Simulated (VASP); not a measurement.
Here is the system:

```
CELL_PARAMETERS angstrom
      0.00000     2.73069     2.73069
      2.73069     0.00000     2.73069
      2.73069     2.73069     0.00000
ATOMIC_POSITIONS crystal
  Mg 0.00000 0.00000 0.00000
  Se 0.50000 0.50000 0.50000
```

These are r2SCAN meta-GGA, VASP's PBE PAW potentials (set 64) (plane waves; VASP) values and carry that method's errors. Settings: 400 eV cut-off, 9×9×9 Γ-centred mesh, tetrahedra with Blöchl corrections, potentials Mg Se.

Question: Give the energies of bands 2 to 7 at the high-symmetry points, in eV from the valence-band maximum.

Answer: 
| band | Γ | X | U | L | W |
|---|---|---|---|---|---|
| 2 | 0.00 | -4.29 | -3.79 | -4.94 | -3.33 |
| 3 | 0.00 | -1.81 | -3.31 | -0.60 | -3.33 |
| 4 | 0.00 | -1.81 | -1.46 | -0.60 | -2.50 |
| 5 | 3.46 | 2.45 | 3.67 | 4.52 | 5.14 |
| 6 | 8.03 | 4.54 | 6.91 | 6.71 | 7.71 |
| 7 | 8.03 | 12.80 | 9.65 | 6.71 | 8.25 |

The gap is indirect, 2.45 eV, from the valence maximum at Γ to the conduction minimum at X.

The structure was generated: MgSe was put into the rock salt type (Fm-3m), which need not be its known phase. It was relaxed first, which changed the volume by -9 %.
